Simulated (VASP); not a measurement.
All values below come from LDA (Ceperley-Alder, Perdew-Zunger), VASP's LDA PAW potentials (set 64) (plane waves; VASP 6.6.1).

VASP input:

### KPOINTS
```
Automatic mesh
0
Gamma
8 8 8
0 0 0
```

### POSCAR
```
HfO2
1
   -0.0000000000     2.4407547713     2.4407547713
    2.4407547713    -0.0000000000     2.4407547713
    2.4407547713     2.4407547713     0.0000000000
Hf O
1 2
Direct
  0.0000000000   0.0000000000   0.0000000000
  0.2500000000   0.2500000000   0.2500000000
  0.7500000000   0.7500000000   0.7500000000
```

INCAR:
```
ALGO = Normal
EDIFF = 1E-6
EDIFFG = -0.02
ENCUT = 620
IBRION = 2
ISIF = 3
ISMEAR = 0
LASPH = .TRUE.
LCHARG = .FALSE.
LMAXMIX = 6
LREAL = .FALSE.
LWAVE = .FALSE.
NELM = 100
NSW = 40
PREC = Accurate
PSTRESS = 200
SIGMA = 0.05
SYSTEM = HfO2
```

POTCAR, in this order: Hf_pv O (LDA.64 set). Program: vasp_std.

The run wrote:

### OSZICAR
```
       N       E                     dE             d eps       ncg     rms          rms(c)
DAV:   1     0.104507327155E+03    0.10451E+03   -0.14607E+04   870   0.169E+03
DAV:   2    -0.349411660860E+02   -0.13945E+03   -0.13490E+03  1094   0.345E+02
DAV:   3    -0.384795432324E+02   -0.35384E+01   -0.35360E+01  1143   0.540E+01
DAV:   4    -0.384971427905E+02   -0.17600E-01   -0.17598E-01  1073   0.407E+00
DAV:   5    -0.384972711934E+02   -0.12840E-03   -0.12840E-03  1129   0.317E-01    0.637E+01
DAV:   6    -0.331468465502E+02    0.53504E+01   -0.27251E+01   926   0.393E+01    0.527E+01
DAV:   7    -0.330146553220E+02    0.13219E+00   -0.67162E-01  1087   0.806E+00    0.313E+01
DAV:   8    -0.329732230787E+02    0.41432E-01   -0.10704E-01  1094   0.358E+00    0.478E+00
DAV:   9    -0.329676819254E+02    0.55412E-02   -0.20475E-02  1052   0.132E+00    0.175E+00
DAV:  10    -0.329673829215E+02    0.29900E-03   -0.23134E-03  1122   0.398E-01    0.149E-01
DAV:  11    -0.329673759263E+02    0.69952E-05   -0.15137E-04   968   0.107E-01    0.962E-02
DAV:  12    -0.329673751811E+02    0.74513E-06   -0.52889E-06  1164   0.208E-02
   1 F= -.29337248E+02 E0= -.29337248E+02  d E =-.293372E+02
```

### OUTCAR
```
------------------------ aborting loop because EDIFF is reached ----------------------------------------
  FORCE on cell =-STRESS in cart. coord.  units (eV):
  Direction    XX          YY          ZZ          XY          YZ          ZX
  --------------------------------------------------------------------------------------
  Total        3.5914499      3.5914499      3.5914499      0.0000000      0.0000000     -0.0000000
  in kB      197.8690923    197.8690923    197.8690923      0.0000000      0.0000000     -0.0000000
  external PRESSURE =      -2.1309077 kB  Pullay stress =     200.0000000 kB
  volume of cell :       29.08
      direct lattice vectors                 reciprocal lattice vectors
     0.000000000  2.440754771  2.440754771    -0.204854665  0.204854665  0.204854665
     2.440754771  0.000000000  2.440754771     0.204854665 -0.204854665  0.204854665
     2.440754771  2.440754771  0.000000000     0.204854665  0.204854665 -0.204854665
 POSITION                                       TOTAL-FORCE (eV/Angst)
 -----------------------------------------------------------------------------------
      0.00000      0.00000      0.00000         0.000000     -0.000000      0.000000
      1.22038      1.22038      1.22038        -0.000000     -0.000000      0.000000
      3.66113      3.66113      3.66113         0.000000      0.000000     -0.000000
 -----------------------------------------------------------------------------------
    total drift:                                0.000000      0.000000      0.000000
  FREE ENERGIE OF THE ION-ELECTRON SYSTEM (eV)
  ---------------------------------------------------
  free  energy   TOTEN  =       -32.9673751811 eV

  energy  without entropy=      -32.9673751811  energy(sigma->0) =      -32.96737518
  enthalpy is  TOTEN    =       -29.3372479243 eV   P V=        3.6301272568

 reached required accuracy - stopping structural energy minimisation
```
(Selected blocks of OUTCAR.)

The compound is HfO2 in the fluorite structure, the high-temperature cubic form, which is unstable at 0 K; the monoclinic form is the stable one. It was relaxed first under an external pressure of 20 GPa.
